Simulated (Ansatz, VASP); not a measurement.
# Hf2CSO (Hf2COS MXene monolayer) in two plane-wave programs

Aim: how closely do two programs agree when they are given the same cell, functional and k mesh? Of the first pair: The structure shown is the start of the Ansatz relaxation below; VASP solves that cell, so the two are compared at the walk's first step.

Main program and level: Ansatz 0.2.0; plane waves, with VASP 6.6.1 beside it; single point at PBE with D3(BJ).

## 1. The starting structure

The cell holds 5 atoms: 1 S, 2 Hf, 1 C and 1 O. Its edges and angles: a = 3.289 Å, b = 3.289 Å, c = 42.187 Å, α = 90.0°, β = 90.0°, γ = 120.0°. Vacuum lies along c.

Coordinates:

```cif
data_structure
_symmetry_space_group_name_H-M 'P 1'
_symmetry_Int_Tables_number 1
_cell_length_a 3.2890
_cell_length_b 3.2890
_cell_length_c 42.1866
_cell_angle_alpha 90.000
_cell_angle_beta 90.000
_cell_angle_gamma 120.000
_cell_volume 395.21
loop_
_atom_site_label
_atom_site_type_symbol
_atom_site_fract_x
_atom_site_fract_y
_atom_site_fract_z
_atom_site_occupancy
S1 S 0.33333 0.66667 0.43379 1
Hf2 Hf 0.66667 0.33333 0.47675 1
Hf3 Hf 0.33333 0.66667 0.53827 1
C4 C 0.00000 0.00000 0.50751 1
O5 O 0.66667 0.33333 0.56621 1
```

## 2. Ansatz: relaxation, PBE with D3(BJ)

Ansatz runs on its PAW soft_1 files.

The two programs are compared at the cell with which this relaxation starts, whose forces are those of its first step.

Contents of input.yaml:

```yaml
crystal:
  lattice:
    - [3.289, 0.0, 0.0]
    - [-1.6445, 2.848357553, 0.0]
    - [0.0, 0.0, 42.1866226628]
  atoms:
    - { symbol: S, position: [0.3333333333, 0.6666666667, 0.4337867989] }
    - { symbol: Hf, position: [0.6666666667, 0.3333333333, 0.4767482254] }
    - { symbol: C, position: [0.0, 0.0, 0.5075103887] }
    - { symbol: Hf, position: [0.3333333333, 0.6666666667, 0.5382725519] }
    - { symbol: O, position: [0.6666666667, 0.3333333333, 0.5662132011] }
  periodic: [true, true, false]
kpoints:
  mp_grid: { grid: [12, 12, 1] }
hamiltonian:
  xc: pbe
  dispersion: d3bj
  pseudopotentials: { kind: paw, azcp: { folder: soft_1 } }
scf:
  occupations: { method: fermi_dirac, width: 0.05 }
  convergence: { dr2_threshold: 1.0e-09 }
relax:
  f_tol: 0.004
  max_steps: 90
  cell: {}
output:
  write_potential: true
  write_density: true
  volumetric_format: npy
```

Started as:

```bash
$ ansatz run input.yaml --threads 2 --pin off --max-ram 3072MiB --backend cpu --events-out ev --progress --plain --runs-dir out
```

Numbers of over 12 decimals in the logs are rounded to 6 here.

The program printed:

```text
Warning: relax.cell: scf.convergence.dr2_threshold = 1e-9 eV is looser than the 2.05809757585e-10 eV advised for a relaxation that steers and ends on the stress (1e-10 eV for each atom of the cell: 5, times the square of relax.cell.stress_2d_tol = 0.05 N/m over 15.6 Å (the atoms' height at the walk's start and 5 Å past either face), 3.208e-2 GPa, over a crystal's default 0.05). What an SCF threshold leaves in a stress goes as its square root, and in the free energy as the threshold itself, and one threshold admits the most on a small cell: [figures from the program's tests cut] Set scf.convergence.dr2_threshold to 2.05809757585e-10 eV or tighter. [rest of the remark cut]
Engine: ansatz 0.2.0, aarch64-unknown-linux-gnu
Pseudopotentials: kind: paw
Pseudopotential: S, paw, valence charge 6, recommended cutoff 420 eV (normal), soft_1/S.paw.azcp
Pseudopotential: Hf, paw, valence charge 26, recommended cutoff 420 eV (normal), soft_1/Hf.paw.azcp
Pseudopotential: C, paw, valence charge 4, recommended cutoff 420 eV (normal), soft_1/C.paw.azcp
Pseudopotential: O, paw, valence charge 6, recommended cutoff 420 eV (normal), soft_1/O.paw.azcp
Functional definition: PBE
  parameter kappa = 0.804
  parameter beta = 0.066725
  exchange = pbe_x(kappa = kappa, mu = beta*pi^2/3)
  correlation = pbe_c(beta = beta)
Crystal: 5 atoms, lattice volume = 395.215 Å³
Basis set: ecut = 420 eV, 7881 PW (Γ), exchange–correlation on 48×48×576 points (8 copies of the dense FFT grid, shifted against one another)
Bands: 41, of which v1, the nominal top of the filled ones, is band 34 counted from 1 (33 counted from 0)
Symmetry: 6 space group operations
Space group: P3m1 (ITA 156), of the structure as read, at distance tolerance 7.3e-5 Å
k-points: 19 of 144 (time reversal used)
Non-local potential: S, projectors of the file, l = 0: 2, l = 1: 2, l = 2: 1
Non-local potential: Hf, projectors of the file, l = 0: 3, l = 1: 2, l = 2: 2, l = 3: 3
Non-local potential: C, projectors of the file, l = 0: 2, l = 1: 2, l = 2: 1
Non-local potential: O, projectors of the file, l = 0: 2, l = 1: 2, l = 2: 1
PAW form: soft (Blöchl's): semilocal exchange-correlation on the pseudo side does not see the compensation charge
PAW one-centre angular grid: S, 110 points (default); XC on 64 Gauss nodes
PAW one-centre angular grid: Hf, 590 points (default); XC on 64 Gauss nodes
PAW one-centre angular grid: C, 110 points (default); XC on 64 Gauss nodes
PAW one-centre angular grid: O, 110 points (default); XC on 64 Gauss nodes
Initial density: superposition of atomic densities (neutral atoms: chi_scale 0, normalization atom)
Initial wavefunctions: pseudopotential atomic-orbital guess
Functional: x = pbe(κ = 0.804, μ = 0.219515), c = pbe(β = 0.066725)
SCF iter   1: F=—  HF=-33175.890450 eV  |F-HF|=—  |Δ(HF+E_count)|=         —  Δρ=5.64e-2  dr2=1.95e1  ethr=3.10e-3  ⟨swp⟩=13.6  Hψ=4910  notcnv=0  defer=1
preconditioner: auto → LDOS  [metal: Δε(μ)=0.033 eV  Ē_g=16.293 eV  σ=0.050 eV  W_gap=0.17  n_scr=26 (ndim 8)  ℏωp=14.9 eV  f_vac=0.788  D(μ)=2.16/eV (n_scr^D=12)  β→1.0]
SCF iter   2: F=—  HF=-33176.716251 eV  |F-HF|=—  |Δ(HF+E_count)|=   8.26e-1  Δρ=7.69e-2  dr2=2.72e1  ethr=3.10e-3  ⟨swp⟩=7.1  Hψ=2777  notcnv=0  defer=26
SCF iter   3: F=—  HF=-33171.522504 eV  |F-HF|=—  |Δ(HF+E_count)|=    5.19e0  Δρ=1.10e-2  dr2=4.09e-1  ethr=3.10e-3  ⟨swp⟩=5.3  Hψ=2452  notcnv=0  defer=26
SCF iter   4: F=—  HF=-33171.458591 eV  |F-HF|=—  |Δ(HF+E_count)|=   6.39e-2  Δρ=3.50e-3  dr2=9.05e-2  ethr=6.01e-4  ⟨swp⟩=4.7  Hψ=1849  notcnv=0  defer=28
SCF iter   5: F=—  HF=-33171.451681 eV  |F-HF|=—  |Δ(HF+E_count)|=   6.91e-3  Δρ=1.53e-3  dr2=1.83e-2  ethr=1.33e-4  ⟨swp⟩=3.7  Hψ=1942  notcnv=0  defer=27
SCF iter   6: F=—  HF=-33171.448581 eV  |F-HF|=—  |Δ(HF+E_count)|=   3.10e-3  Δρ=5.42e-4  dr2=3.30e-3  ethr=2.69e-5  ⟨swp⟩=3.7  Hψ=1901  notcnv=0  defer=27
SCF iter   7: F=—  HF=-33171.448196 eV  |F-HF|=—  |Δ(HF+E_count)|=   3.85e-4  Δρ=1.19e-4  dr2=5.60e-5  ethr=4.85e-6  ⟨swp⟩=3.2  Hψ=1532  notcnv=0  defer=27
SCF iter   8: F=—  HF=-33171.448258 eV  |F-HF|=—  |Δ(HF+E_count)|=   6.25e-5  Δρ=5.33e-5  dr2=7.82e-6  ethr=8.23e-8  ⟨swp⟩=3.6  Hψ=1983  notcnv=0  defer=27
SCF iter   9: F=—  HF=-33171.448259 eV  |F-HF|=—  |Δ(HF+E_count)|=   2.60e-7  Δρ=1.38e-5  dr2=3.84e-7  ethr=1.15e-8  ⟨swp⟩=3.2  Hψ=1803  notcnv=0  defer=27
[...]
SCF 10 converged in 5 iterations: F = -33172.096849 eV  dr2 = 5.39e-10
relax step  10: F+E_penalty+E_count = -33172.09684914 eV  Δ(F+E_penalty+E_count) = +3.135e-5 eV  max|allowed force component| = 7.248e-4 eV/Å  Δτ_max = 0.0004 Å  P = -0.004 N/m  Ω = 405.153 Å³  energy of the carried Pulay correction = -3.731e-5 eV  fix = [c, alpha, beta]  reactions: c -0.000 N/m  (5 SCF iters, accepted)
iter 1 solved again at ethr=5.96e-7 eV; its pass at ethr=3.10e-3 eV (dr2=4.05e-4 eV) is discarded
SCF iter   1: F=—  HF=-33172.096366 eV  |F-HF|=—  |Δ(HF+E_count)|=         —  Δρ=2.20e-5  dr2=1.40e-7  ethr=5.96e-7  ⟨swp⟩=5.7  Hψ=8529  notcnv=0
eigensolver tolerance schedule: the retry pair's looser diagonalisation over-reported the residual by 2889.08 of it (diagonalisation noise at 1.25 of the residual, at the tolerance the schedule requests for it); recorded, not acted on — ethr = c·dr2/N_el stays at c = 1.0e-1
preconditioner: auto → LDOS  [metal: Δε(μ)=0.092 eV  Ē_g=16.848 eV  σ=0.050 eV  W_gap=0.37  n_scr=26 (ndim 8)  ℏωp=14.8 eV  f_vac=0.803  D(μ)=0.74/eV (n_scr^D=6)  β→1.0]
SCF iter   2: F=—  HF=-33172.096890 eV  |F-HF|=—  |Δ(HF+E_count)|=   5.24e-4  Δρ=7.77e-6  dr2=6.94e-7  ethr=2.06e-10  ⟨swp⟩=6.6  Hψ=3688  notcnv=0
SCF iter   3: F=—  HF=-33172.096890 eV  |F-HF|=—  |Δ(HF+E_count)|=   1.13e-7  Δρ=2.02e-6  dr2=1.51e-8  ethr=2.06e-10  ⟨swp⟩=3.9  Hψ=1413  notcnv=0
SCF iter   4: F=—  HF=-33172.096890 eV  |F-HF|=—  |Δ(HF+E_count)|=   1.83e-9  Δρ=6.98e-7  dr2=7.11e-9  ethr=2.22e-11  ⟨swp⟩=3.3  Hψ=1746  notcnv=0
SCF iter   5: F=-33172.096890 eV  HF=-33172.096890 eV  |F-HF|=3.69e-8  |Δ(HF+E_count)|=   3.12e-8  Δρ=3.27e-7  dr2=5.40e-10  ethr=1.47e-12  ⟨swp⟩=16.8  Hψ=9341  notcnv=0
SCF 11 converged in 5 iterations: F = -33172.096890 eV  dr2 = 5.40e-10
relax step  11: F+E_penalty+E_count = -33172.09688986 eV  Δ(F+E_penalty+E_count) = -4.072e-5 eV  max|allowed force component| = 7.251e-4 eV/Å  Δτ_max = 0.0000 Å  P = -0.003 N/m  Ω = 405.153 Å³  fix = [c, alpha, beta]  reactions: c -0.000 N/m  stress off target by 3.48e-3 N/m on what of the cell is left free  SCF on the basis re-selected at this cell (its energy is not comparable with the rows above)  (5 SCF iters)
basis re-selected at this cell: Δ(F+E_penalty+E_count) = -4.072e-5 eV, ΔP = +0.000 N/m vs the last step (what re-selecting the basis moved, of the pressure what is left beyond the Pulay correction that the steps carried, after the strain that the cell walked since its last selection, with what the two solves' SCF thresholds leave and, on support functions, any second-order correction that the steps lacked; it is no m [...]
WARN: The output density's exchange-correlation potential varies sharply where the density is thin. Do not read a vacuum level from v_tot or v_xc, or from such a field of the output density. On a cell that repeats whose density bears no net charge and no dipole along the vacuum's axis use v_es (v_loc + v_h of the components); under efield.dipole_correction with no amplitude use v_es + v_field, which holds any externa [...]
SCF converged after 5 iterations
Free energy (F): -33172.096890 eV
Harris-Foulkes:  -33172.096890 eV  (|F-HF|=3.69e-8)
Internal energy: -33172.091183 eV  (E = F + TS)
E sigma→0 (E₀):  -33172.094037 eV
Entropy (-TS):   -0.005707 eV (-1.141 meV/atom)
Fermi energy:    -5.350752 eV
--- Per-component energies (eV) ---
  E_band       = -1455.843397
  E_kinetic    = 1172.754353
  E_local      = -389497.534576  (includes V_loc(G=0)·N_el)
  E_nonlocal   = 233.730739
  E_hartree    = 193780.580616
  E_xc         = -741.016797
  E_vxc        = -742.290751  (∫ρ·V_xc dr)
  E_paw        = -16268.390620  (= ΣΔE_a)
  E_vpaw       = -183.665943  (= ΣTr[D̂ρ^β])
  E_aug_tail   = 0.000908  (compensation charges beyond the density's cutoff)
  E_ewald      = 178148.956720
  E_disp       = -1.172525  (pairwise vdW)
  E_smearing   = -0.005707  (= −TS)
  E_closure    = -0.000000  (closes the sum)
  Σ components = -33172.096890   (vs F -33172.096890, Δ=0.00e0)
--- Forces (eV/Å), atoms counted from 1 ---
  atom   1  S      0.00000000    -0.00000000    -0.00004087
  atom   2  Hf    -0.00000000     0.00000000     0.00008926
  atom   3  C     -0.00000000     0.00000000     0.00044549
  atom   4  Hf    -0.00000000     0.00000000     0.00024049
  atom   5  O      0.00000000     0.00000000    -0.00072276
  max |Σ_I F_I| component: 1.16e-5 eV/Å
--- 2D stress c σ (N/m, compression-positive) ---
       -0.003485       0.000000       0.000000
        0.000000      -0.003485       0.000000
        0.000000       0.000000      -0.000000
  P = ½ c Tr σ = -0.0035 N/m
--- Band table (eV; the first three rows and the last of 19) ---
  k-point 0: bands = [... 30 lower, -7.5024, -6.5807, -5.1157, -5.1157, -3.7181, -3.7181, -3.6026, -2.1789, ... 3 higher]
  k-point 1: bands = [... 30 lower, -7.4865, -6.4091, -5.7780, -5.4377, -3.8994, -3.3719, -3.2001, -2.0833, ... 3 higher]
  k-point 2: bands = [... 30 lower, -7.4784, -7.1586, -6.1955, -5.9085, -4.3250, -2.8547, -2.6668, -2.1518, ... 3 higher]
  k-point 18: bands = [... 30 lower, -8.7591, -8.0455, -7.7061, -7.6694, -3.0454, -2.5715, -1.9880, -1.3605, ... 3 higher]
  the weakly bound empty levels are not read free of the cell's end (no_gap_told)
--- Relaxed structure (9 steps of the walk, 8 accepted, 2 SCFs on fresh bases) ---
  F+E_penalty+E_count = -33172.09688986 eV   max|allowed force component| = 7.251e-4 eV/Å   (the final SCF, on the basis selected at the relaxed cell)
  cell:  # Å, volume = 405.1529 Å³
    - [3.330096, 3.041731315114344e-18, 0]
    - [-1.665048, 2.883948, 0]
    - [0, 0, 42.1866226628]
  atoms:
    - { symbol: S, position: [0.333333, 0.666667, 0.438172] }
    - { symbol: Hf, position: [0.666667, 0.333333, 0.475975] }
    - { symbol: C, position: [0, 0, 0.507203] }
    - { symbol: Hf, position: [0.333333, 0.666667, 0.539845] }
    - { symbol: O, position: [0.666667, 0.333333, 0.561336] }
```

## 3. VASP: single point, PBE with D3(BJ), start cell, pair 1

The same cell, functional, mesh and smearing now go to VASP, with its own data sets.

Lines of VASP's logs that name or quote its potential files are left out, and so is its time.

Contents of INCAR:

```
SYSTEM = Hf2CSO
PREC = Accurate
ENCUT = 520
EDIFF = 1E-06
NELM = 120
ISMEAR = -1
SIGMA = 0.05
LREAL = .FALSE.
ALGO = Normal
GGA = PE
IVDW = 12
NBANDS = 24
LASPH = .TRUE.
LORBIT = 11
LWAVE = .FALSE.
LCHARG = .FALSE.
ISIF = 2
LDIPOL = .TRUE.
IDIPOL = 3
DIPOL = 0.5 0.5 0.505
LVHAR = .TRUE.
GGA_COMPAT = .FALSE.
NELMDL = -8
KPAR = 2
```

Contents of POSCAR:

```
Hf2CSO
1.0
    3.2890000000      0.0000000000      0.0000000000
   -1.6445000000      2.8483580000      0.0000000000
    0.0000000000      0.0000000000     42.1866230000
S Hf C O
1 2 1 1
Direct
    0.3333332748      0.6666665496      0.4337867954
    0.6666666081      0.3333332163      0.4767482100
    0.3333332748      0.6666665496      0.5382725467
    0.9999999415      0.9999998829      0.5075103783
    0.6666666081      0.3333332163      0.5662132046
```

Contents of KPOINTS:

```
Automatic mesh
0
Gamma
12 12 1
0 0 0
```

PAW data sets: S, Hf_pv, C and O (PBE family, release 64).

Started as:

```bash
$ mpirun -np 2 vasp_std
```

The program printed:

```text
[banner, memory and clock lines left out]
running    2 mpi-ranks, on    1 nodes
 distrk:  each k-point on    1 cores,    2 groups
 distr:  one band on    1 cores,    1 groups

 POSCAR found type information on POSCAR S HfC O
 POSCAR found :  4 types and       5 ions
 LDA part: xc-table for (Slater+PW92), standard interpolation
 POSCAR, INCAR and KPOINTS ok, starting setup
 FFT: planning ... GRIDC
 FFT: planning ... GRID_SOFT
 FFT: planning ... GRID
 WAVECAR not read
 entering main loop
       N       E                     dE             d eps       ncg     rms          rms(c)
DAV:   1     0.235667522008E+03    0.23567E+03   -0.16380E+04  1192   0.111E+03
DAV:   2    -0.175343169578E+02   -0.25320E+03   -0.24560E+03  1344   0.234E+02
DAV:   3    -0.518613152087E+02   -0.34327E+02   -0.33868E+02  1184   0.842E+01
DAV:   4    -0.529599170231E+02   -0.10986E+01   -0.10932E+01  1272   0.168E+01
DAV:   5    -0.529932306513E+02   -0.33314E-01   -0.33296E-01  1224   0.257E+00
DAV:   6    -0.529944026180E+02   -0.11720E-02   -0.11712E-02  1272   0.503E-01
DAV:   7    -0.529944662788E+02   -0.63661E-04   -0.63657E-04  1256   0.102E-01
DAV:   8    -0.529944686102E+02   -0.23313E-05   -0.23313E-05  1120   0.206E-02    0.747E+01
DAV:   9    -0.466512840796E+02    0.63432E+01   -0.34717E+01  1128   0.289E+01    0.573E+01
DAV:  10    -0.513161326314E+02   -0.46648E+01   -0.55491E+01  1344   0.428E+01    0.132E+01
DAV:  11    -0.489012883503E+02    0.24148E+01   -0.94199E+01  1296   0.364E+01    0.992E+00
DAV:  12    -0.461895535858E+02    0.27117E+01   -0.16307E+01  1224   0.176E+01    0.651E+00
DAV:  13    -0.462482509694E+02   -0.58697E-01   -0.29945E+00  1248   0.719E+00    0.696E+00
DAV:  14    -0.462800970073E+02   -0.31846E-01   -0.20383E-01  1192   0.250E+00    0.534E+00
[...]
DAV:  29    -0.462269446651E+02   -0.45896E-04   -0.76786E-06  1216   0.167E-02    0.807E-03
DAV:  30    -0.462269722194E+02   -0.27554E-04   -0.30498E-06   976   0.785E-03    0.160E-02
DAV:  31    -0.462269999642E+02   -0.27745E-04   -0.17282E-06   824   0.802E-03    0.142E-02
DAV:  32    -0.462270120331E+02   -0.12069E-04   -0.11797E-06   832   0.579E-03    0.139E-02
DAV:  33    -0.462270187167E+02   -0.66836E-05   -0.49635E-07   816   0.326E-03    0.908E-03
DAV:  34    -0.462270218870E+02   -0.31702E-05   -0.17821E-07   784   0.305E-03    0.657E-03
DAV:  35    -0.462270252409E+02   -0.33540E-05   -0.27383E-07   744   0.266E-03    0.459E-03
DAV:  36    -0.462270256683E+02   -0.42741E-06   -0.71778E-08   648   0.191E-03
   1 F= -.47408087E+02 E0= -.47402829E+02  d E =-.105156E-01
```

OUTCAR, selected parts (step 3):

```text
ion  position               nearest neighbor table
   1  0.333  0.667  0.434-   2 2.62   2 2.62   2 2.62
   2  0.667  0.333  0.477-   4 2.30   4 2.30   4 2.30   1 2.62   1 2.62   1 2.62   3 3.22   3 3.22
                             3 3.22
   3  0.333  0.667  0.538-   5 2.24   5 2.24   5 2.24   4 2.30   4 2.30   4 2.30   2 3.22   2 3.22
                             2 3.22
   4  1.000  1.000  0.508-   2 2.30   2 2.30   3 2.30   3 2.30   2 2.30   3 2.30
   5  0.667  0.333  0.566-   3 2.24   3 2.24   3 2.24

  LATTYP: Found a hexagonal cell.
 ALAT       =     3.2890000000
 C/A-ratio  =    12.8265804196

 Subroutine GETGRP returns: Found  6 space group operations
 (whereof  6 operations were pure point group operations)

The static configuration has the point symmetry C_3v.

 Found     19 irreducible k-points:

   k-points           NKPTS =     19   k-points in BZ     NKDIM =     19   number of bands    NBANDS=     24

   dimension x,y,z NGX =    24 NGY =   24 NGZ =  320
   dimension x,y,z NGXF=    48 NGYF=   48 NGZF=  640

   ENCUT  =  520.0 eV  38.22 Ry    6.18 a.u.   6.12  6.12 78.44*2*pi/ulx,y,z

   NELECT =      36.0000    total number of electrons

 k-points in reciprocal lattice and weights: Automatic mesh
   0.00000000  0.00000000  0.00000000       0.007
   0.08333333 -0.00000000  0.00000000       0.042
   0.16666667 -0.00000000  0.00000000       0.042
   0.25000000 -0.00000000  0.00000000       0.042
   0.33333333 -0.00000000  0.00000000       0.042
   0.41666667 -0.00000000  0.00000000       0.042
   0.50000000 -0.00000000  0.00000000       0.021
   0.08333333  0.08333333  0.00000000       0.042
   0.16666667  0.08333333  0.00000000       0.083
[...]
0.33333333  0.25000000  0.00000000       0.083
   0.33333333  0.33333333  0.00000000       0.014

 dipolmoment           0.000000      0.000000      0.041732 electrons x Angstroem

 average (electrostatic) potential at core
       1 -95.1477       2 -46.3656       3 -46.7654       4 -58.2012       5 -79.1952

 E-fermi :  -4.4840

 k-point     1 :       0.0000    0.0000    0.0000
  band No.  band energies     occupation
    ...
     12      -8.0500      2.00000
     13      -7.5506      2.00000
     14      -6.1868      2.00000
     15      -6.1868      2.00000
     16      -5.8023      2.00000
     17      -3.9062      0.00002
     18      -3.9062      0.00002
     19      -2.8031      0.00000
     20      -2.7142      0.00000
     21      -2.7142      0.00000
    ...

 k-point     2 :       0.0833   -0.0000    0.0000
  band No.  band energies     occupation
    ...
     13      -7.4008      2.00000
     14      -6.5509      2.00000
     15      -6.2143      2.00000
     16      -5.6596      2.00000
     17      -4.5403      1.51044
     18      -4.1518      0.00260
     19      -3.0006      0.00000
     20      -2.4407      0.00000
     21      -2.4225      0.00000
     22      -0.6380      0.00000
    ...

 k-point     3 :       0.1667   -0.0000    0.0000
  band No.  band energies     occupation
    ...
     14      -6.7120      2.00000
     15      -6.3091      2.00000
     16      -6.0451      2.00000
     17      -5.3437      2.00000
     18      -4.5151      1.30130
     19      -3.5392      0.00000
     20      -2.0135      0.00000
     21      -1.9364      0.00000
     22      -0.8113      0.00000
     23       0.0047      0.00000
    ...

 Edisp (eV)   -1.18106

  Total      -1.75547    -1.75547    -5.25791     0.00000     0.00000    -0.00000
  in kB      -7.11656    -7.11657   -21.31525     0.00000     0.00000    -0.00000
  external pressure =      -11.85 kB  Pullay stress =        0.00 kB

  energy-cutoff  :      520.00
  volume of cell :      395.21
      direct lattice vectors                 reciprocal lattice vectors
     3.289000000  0.000000000  0.000000000     0.304043782  0.175539732  0.000000000
    -1.644500000  2.848358000  0.000000000     0.000000000  0.351079464  0.000000000
     0.000000000  0.000000000 42.186623000     0.000000000  0.000000000  0.023704196

 POSITION                                       TOTAL-FORCE (eV/Angst)
 -----------------------------------------------------------------------------------
     -0.00000      1.89890     18.30000        -0.000000     -0.000000      1.783008
      1.64450      0.94945     20.11240        -0.000000     -0.000000     -2.013996
     -0.00000      1.89890     22.70790        -0.000000     -0.000000      4.235869
      1.64450      2.84836     21.41015        -0.000000      0.000000     -0.861970
      1.64450      0.94945     23.88662         0.000000     -0.000000     -3.142911
 -----------------------------------------------------------------------------------
    total drift:                                0.000000      0.000808      0.000254

  FREE ENERGIE OF THE ION-ELECTRON SYSTEM (eV)
  ---------------------------------------------------
  free  energy   TOTEN  =       -47.4080865643 eV

  energy  without entropy=      -47.3975710074  energy(sigma->0) =      -47.40282879

 vacuum level on the upper side and lower side of the slab         2.511         1.705

 total charge
# of ion       s       p       d       tot
------------------------------------------
    1        1.366   2.314   0.000   3.680
    2        0.315   6.585   1.607   8.506
    3        0.304   6.584   1.497   8.386
    4        0.871   1.555   0.000   2.426
    5        1.571   3.367   0.000   4.938
--------------------------------------------------
tot          4.427  20.405   3.104  27.936

[... 3 further parts left out ...]
```

Harder data sets than Hf_pv exist (the GW ones), and pressures, volumes and forces can shift noticeably with them.

[end of part 1 of 2]

[Lines on the potential files, build, host, timing and source positions are cut from VASP's logs without a mark.]

[Logs are printed without paths, hosts, clocks, repeated set-up lines and the standing remarks that a program may print on its own settings, such as how far it seeks lower states.]

[Hosts, paths, dates, database ids (printed as entryN), source tags and the programs' standing remarks are cut or masked in the printed files.]
